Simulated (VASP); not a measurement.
Here is the system:

```yaml
crystal:
  lattice:
    - [7.28074, 0.00000, 0.00000]
    - [0.00000, 4.66211, 0.00000]
    - [-0.03196, 0.00000, 8.10929]
  atoms:
    - { symbol: Sr, position: [0.00132, 0.00308, 0.99831] }
    - { symbol: Ca, position: [0.00124, 0.50009, 0.49820] }
    - { symbol: I, position: [0.23815, 0.99865, 0.34718] }
    - { symbol: I, position: [0.76100, 0.00304, 0.65275] }
    - { symbol: I, position: [0.24960, 0.50046, 0.82449] }
    - { symbol: I, position: [0.74868, 0.49467, 0.17907] }
```

The numbers are results of PBEsol GGA, VASP's PBE PAW potentials (set 64) (plane waves; VASP), not measurements. Run with 300 eV cut-off, 2×3×2 Γ-centred mesh, Gaussian smearing of 0.010 eV, potentials Sr_sv Ca_sv I.

At this cut-off the stress carries a Pulay error, which pulls relaxed volumes low.

### Question
Give the force on each atom (eV/Å).

### Answer

```json
[
 {"atom": "Sr1", "Fx": "-0.081", "Fy": "-0.062", "Fz": "0.058"},
 {"atom": "Ca2", "Fx": "-0.048", "Fy": "0.004", "Fz": "0.045"},
 {"atom": "I3", "Fx": "-0.070", "Fy": "0.009", "Fz": "-0.038"},
 {"atom": "I4", "Fx": "0.126", "Fy": "-0.022", "Fz": "0.016"},
 {"atom": "I5", "Fx": "-0.145", "Fy": "0.015", "Fz": "-0.063"},
 {"atom": "I6", "Fx": "0.217", "Fy": "0.056", "Fz": "-0.017"}
]
```

### Question
Give the stress tensor in GPa (positive for a compressed cell).

### Answer

```
-0.76  -0.01  -0.09
-0.01  -0.80   0.00
-0.09   0.00  -1.01
```
The pressure is its mean diagonal, -0.86 GPa.

The structure comes from a computed database's SrCaI4 entry; how it stands against other phases isn't given here. The cell was not relaxed at this level, atoms are displaced from their ideal sites. The k-mesh is coarse (spacing up to 0.45 per Å, 2π included), so the numbers may not be converged in it.
